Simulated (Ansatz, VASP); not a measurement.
# AlNi in two plane-wave programs, part 2 of 2

Aim: how closely do two programs agree when they are given the same cell, functional and k mesh? The cell is taken from a series of runs on this material, whose earlier steps may have relaxed, scaled, displaced or heated it; both programs get it as it stands.

VASP 6.6.1 and Ansatz 0.2.0.

So far: Set-up; VASP: zone-centre phonons, PBEsol.

**3. Ansatz: zone-centre phonons, PBEsol**

Level of this step: Ansatz beside VASP: Kohn-Sham DFT, plane waves, PBEsol (Ansatz).

Ansatz runs on its PAW soft_1 files.

The same cell, functional, mesh and smearing now go to Ansatz, which takes its cutoff from its data sets.

Contents of input.yaml:

```yaml
crystal:
  lattice:
    - [2.8835169743, 0.0, 0.0]
    - [0.0, 2.8835169743, 0.0]
    - [0.0, 0.0, 2.8045043043]
  atoms:
    - { symbol: Al, position: [0.0, 0.0, 0.0] }
    - { symbol: Ni, position: [0.5, 0.5, 0.5] }
kpoints:
  mp_grid: { grid: [16, 16, 16] }
hamiltonian:
  xc: pbesol
  pseudopotentials: { kind: paw, azcp: { folder: soft_1 }, xc_functional: pbe }
scf:
  occupations: { method: methfessel_paxton, width: 0.2 }
output:
  eigenvalues: true
phonons:
  method: dfpt
```

On the command line:

```
ansatz run input.yaml --threads 4 --pin off --max-ram 10240MiB --backend cpu --events-out ev --progress --plain --runs-dir out
```

Numbers of over 12 decimals in the logs are rounded to 6 here.

The log of the run:

```text
zone centre: on kpoints.mp_grid the ground state, and the responses unless they are solved on pairs of k-points, stand on 729 of the mesh's 4096 k-points, reduced under 8 symmetry operations, with k and −k counted as one. Each operation leaves every solved displacement unchanged or reverses it
Engine: ansatz 0.2.0, x86_64-unknown-linux-gnu
Pseudopotentials: kind: paw
Pseudopotential: Al, paw, valence charge 3, recommended cutoff 420 eV (normal), soft_1/Al.paw.azcp
Pseudopotential: Ni, paw, valence charge 18, recommended cutoff 420 eV (normal), soft_1/Ni.paw.azcp
Functional definition: PBEsol
  exchange = pbesol_x
  correlation = pbesol_c
Crystal: 2 atoms, lattice volume = 23.319 Å³
Basis set: ecut = 420 eV, 461 PW (Γ), exchange–correlation on 40×40×40 points (8 copies of the dense FFT grid, shifted against one another)
Bands: 15, of which v1, the nominal top of the filled ones, is band 11 counted from 1 (10 counted from 0)
Symmetry: 16 space group operations
k-points: 729 of 4096 (irreducible under 8 space group operations)
Non-local potential: Al, projectors of the file, l = 0: 2, l = 1: 2, l = 2: 1
Non-local potential: Ni, projectors of the file, l = 0: 3, l = 1: 2, l = 2: 3, l = 3: 1
PAW form: soft (Blöchl's): semilocal exchange-correlation on the pseudo side does not see the compensation charge
PAW frozen core: Al, regenerated for the run's functional, and the local potential with it (the file was generated under x = pbe(κ = 0.804, μ = 0.219515), c = pbe(β = 0.066725))
PAW frozen core: Ni, regenerated for the run's functional, and the local potential with it (the file was generated under x = pbe(κ = 0.804, μ = 0.219515), c = pbe(β = 0.066725))
PAW one-centre angular grid: Al, 110 points (default); XC on 64 Gauss nodes
PAW one-centre angular grid: Ni, 590 points (default); XC on 64 Gauss nodes
Initial density: superposition of atomic densities (chi_scale 0.1, normalization cell, long waves kept (reshape's long-wave potential 0.00 eV rms))
Initial wavefunctions: pseudopotential atomic-orbital guess
Functional: x = pbesol(κ = 0.804, μ = 0.123457), c = pbesol(β = 0.046)
SCF iter   1: F=—  HF=-6331.223911 eV  |F-HF|=—  |Δ(HF+E_count)|=         —  Δρ=7.59e-2  dr2=1.37e0  ethr=3.10e-3  ⟨swp⟩=4.0  Hψ=48475  notcnv=0
preconditioner: auto → none  [metal: Δε(μ)=0.011 eV  Ē_g=10.294 eV  σ=0.200 eV  W_gap=0.05  n_scr=6 (ndim 8)  ℏωp=27.7 eV  f_vac=0.000  D(μ)=0.64/eV (n_scr^D=4)  sad-step TF]
SCF iter   2: F=—  HF=-6331.075376 eV  |F-HF|=—  |Δ(HF+E_count)|=   1.49e-1  S|Δr|=    0.00e0  Δρ=5.69e-2  dr2=8.27e-1  ethr=3.10e-3  ⟨swp⟩=2.0  Hψ=19553  notcnv=0  defer=158
SCF iter   3: F=—  HF=-6330.887222 eV  |F-HF|=—  |Δ(HF+E_count)|=   1.88e-1  S|Δr|=    0.00e0  Δρ=2.13e-2  dr2=9.56e-2  ethr=3.10e-3  ⟨swp⟩=2.0  Hψ=13862  notcnv=0  defer=158
SCF iter   4: F=—  HF=-6330.870550 eV  |F-HF|=—  |Δ(HF+E_count)|=   1.67e-2  S|Δr|=    0.00e0  Δρ=5.32e-3  dr2=3.77e-3  ethr=4.55e-4  ⟨swp⟩=2.0  Hψ=18816  notcnv=0  defer=144
SCF iter   5: F=—  HF=-6330.870325 eV  |F-HF|=—  |Δ(HF+E_count)|=   2.26e-4  S|Δr|=    0.00e0  Δρ=4.90e-4  dr2=2.57e-5  ethr=1.80e-5  ⟨swp⟩=2.4  Hψ=14870  notcnv=0  defer=144
SCF iter   6: F=—  HF=-6330.870307 eV  |F-HF|=—  |Δ(HF+E_count)|=   1.83e-5  S|Δr|=    0.00e0  Δρ=1.02e-4  dr2=1.16e-6  ethr=1.22e-7  ⟨swp⟩=2.0  Hψ=18516  notcnv=0  defer=144
SCF iter   7: F=—  HF=-6330.870316 eV  |F-HF|=—  |Δ(HF+E_count)|=   8.92e-6  S|Δr|=    0.00e0  Δρ=1.32e-5  dr2=2.45e-8  ethr=5.51e-9  ⟨swp⟩=2.3  Hψ=16044  notcnv=0  defer=144
SCF iter   8: F=—  HF=-6330.870316 eV  |F-HF|=—  |Δ(HF+E_count)|=   4.65e-9  S|Δr|=    0.00e0  Δρ=1.53e-6  dr2=3.55e-10  ethr=1.17e-10  ⟨swp⟩=2.3  Hψ=16097  notcnv=0  defer=144
SCF iter   9: F=-6330.870316 eV  HF=-6330.870316 eV  |F-HF|=9.09e-13  |Δ(HF+E_count)|=  5.55e-11  S|Δr|=    0.00e0  Δρ=6.66e-8  dr2=9.03e-13  ethr=1.00e-12  ⟨swp⟩=4.9  Hψ=50481  notcnv=0
the search or the solves at the SCF's close seem to have found levels that the self-consistency loop had missed (the run counts 2). By its estimate they hold under 1e-12 electrons; where the run keeps them, the occupations were computed again with them
SCF 1 converged in 9 iterations: F = -6330.870316 eV  dr2 = 9.03e-13
  greatest PAW one-centre occupation: 1.001 electrons in one spin orbital (limit 2), on the Ni atom at site 1 (counted from 0), in its partial waves of l = 1
DFPT response loops at Γ: preconditioner auto → Kerker (q_TF=auto, 2.681 Å⁻¹) (partly filled bands, converged f_vac=0.000); β = 1.00, the filter's whole step (`scf.mixing.beta` (0.50) is not read by the response loops under this deck's `scf.mixing.preconditioner`; to damp them name `kerker` or `kerker_dos`, under which they read `scf.mixing.beta`, and type it under 1.00, their step now; both keys bind the ground state too); Broyden in place of MSR1
SCF converged after 9 iterations
Stability not checked: this state was not tested for a lower state beside it, because cold or Methfessel-Paxton smearing, or corrected tetrahedra, fill the levels in a way that the test cannot read (fill_not_monotonic; see scf.lower_state_search)
Free energy (F): -6330.870316 eV
Harris-Foulkes:  -6330.870316 eV  (|F-HF|=9.09e-13)
Internal energy: -6330.870477 eV  (E = F + TS)
E sigma→0 (E₀):  -6330.870356 eV
Entropy (-TS):   0.000161 eV (0.081 meV/atom)
Fermi energy:    14.170414 eV
--- Per-component energies (eV) ---
  E_band       = -332.255565
  E_kinetic    = 369.362156
  E_local      = -3712.478251  (includes V_loc(G=0)·N_el)
  E_nonlocal   = -105.495418
  E_hartree    = 1949.065392
  E_xc         = -151.851274
  E_vxc        = -177.703175  (∫ρ·V_xc dr)
  E_paw        = -2080.799560  (= ΣΔE_a)
  E_vpaw       = -604.072418  (= ΣTr[D̂ρ^β])
  E_aug_tail   = 0.000817  (compensation charges beyond the density's cutoff)
  E_ewald      = -2598.890766
  E_core_change = 0.216428  (= ΣΔE_core)
  E_smearing   = 0.000161  (= −TS)
  E_closure    = -0.000000  (closes the sum)
  Σ components = -6330.870316   (vs F -6330.870316, Δ=0.00e0)
--- Band table (eV; the first three rows and the last of 729) ---
  k-point 0: bands = [... 7 lower, 12.5343, 12.6204, 12.6204, 19.4122, 19.4122, 20.4351, 22.2555, 22.4442]
  k-point 1: bands = [... 7 lower, 12.5385, 12.5830, 12.5830, 19.5112, 19.5142, 19.5142, 22.2610, 23.2287]
  k-point 2: bands = [... 7 lower, 12.4800, 12.4800, 12.5504, 18.0174, 19.8112, 19.8112, 22.2774, 24.2991]
  k-point 728: bands = [... 7 lower, 13.1354, 13.2088, 16.0774, 16.0774, 16.1363, 18.1142, 18.5652, 18.8667]
--- Phonons (Γ-DFPT): 4 representative perturbations + reference, on 729 of 4096 k-points (Σ response iterations 13) ---
  k mesh reduced under 8 symmetry operations, with k and −k counted as one. Each operation leaves every solved displacement unchanged or reverses it
  ASR residual: 8.789e-6 → 0.000e0 eV/Å²; symmetrization residual: 1.287e-6 eV/Å²
  ASR residual per site (eV/Å²): 8.79e-6 5.20e-6
  Γ frequencies (cm⁻¹): 0.00 0.00 0.00 303.64 305.36 305.36
  non-analytic LO–TO correction: not included (Born effective charges unavailable; polar crystals: no LO–TO splitting at Γ)
```

Reading the cycles: dr2 is the Hartree energy of the density residual (eV), the measure of convergence; HF is the Harris–Foulkes estimate of the energy, which meets the free energy F at convergence.

**4. Differences**

Known differences besides the potentials themselves: the data sets hold 21 valence electrons in Ansatz (on its PAW soft_1 files) and 13 in VASP; the cutoff is 420 eV in Ansatz and 600 eV in VASP; Ansatz makes its cores anew for this functional, VASP keeps those of its PBE data sets. Total energies have different zeros and are not compared.

Compared:

```csv
quantity,Ansatz,VASP,difference
optical mode 1 (cm⁻¹),303.6,304.7,-0.35 %
optical mode 2 to 3 (cm⁻¹),305.4,306.9,-0.50 %
```

Modes are paired by rising frequency, not by their patterns, so a pair may set unlike modes beside each other; they are those without the splitting of longitudinal modes.

**5. Summary of results**

| Property | Result |
| --- | --- |
| r.m.s. difference of the optical zone-centre modes, each program's sorted by frequency (zone-centre phonons, PBEsol) | 1.4 cm⁻¹ |
| difference in optical mode 2 to 3 (zone-centre phonons, PBEsol) | -0.5 % |

The r.m.s. difference of the optical zone-centre modes, each program's sorted by frequency is 1.4 cm⁻¹ (zone-centre phonons, PBEsol). The data sets hold unlike numbers of valence electrons (21 in Ansatz and 13 in VASP), so part of the differences may come from the potentials. Among the rows given in per cent, the largest difference of the zone-centre phonons, PBEsol pair is in optical mode 2 to 3, -0.5 %. How closely two codes agree says nothing of how well the functional describes the real material.

[Lines on the potential files, build, host, timing and source positions are cut from VASP's logs without a mark.]

[Logs are printed without paths, hosts, clocks, repeated set-up lines and the standing remarks that a program may print on its own settings, such as how far it seeks lower states.]

[Hosts, paths, dates, database ids (printed as entryN), source tags and the programs' standing remarks are cut or masked in the printed files.]
